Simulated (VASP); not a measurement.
```
Eu
1.0
   -2.29000     2.29000     2.29000
    2.29000    -2.29000     2.29000
    2.29000     2.29000    -2.29000
Eu
1
Direct
  0.00000   0.00000   0.00000
```

All values below come from optB88-vdW, VASP's PBE PAW potentials (set 64) (plane waves; VASP). Settings: 520 eV cut-off, 10×10×10 Γ-centred mesh, first-order Methfessel-Paxton smearing of 0.10 eV, potentials Eu_2.

The 4f electrons are frozen in the core of the lanthanide potential, so 4f levels, which can set the real gap, and their magnetism are missing. Energy and stress use the plane-wave basis of the starting cell.

The ions, cell shape and volume are relaxed. Give the cell that the relaxation ends in.

```
Eu
1.0
   -2.17160     2.17160     2.17160
    2.17160    -2.17160     2.17160
    2.17160     2.17160    -2.17160
Eu
1
Direct
  0.00000   0.00000   0.00000
```
Space group Im-3m (229), at a tolerance of 0.03 Å.

How do energy and volume change from the first to the last step?

The energy (σ→0) changes by -44.0 meV/atom and the volume by -14.7 %, in 4 ionic steps.

The compound is Eu in the bcc structure. This run relaxes it. Symmetry was kept, so distortions that lower it aren't found.
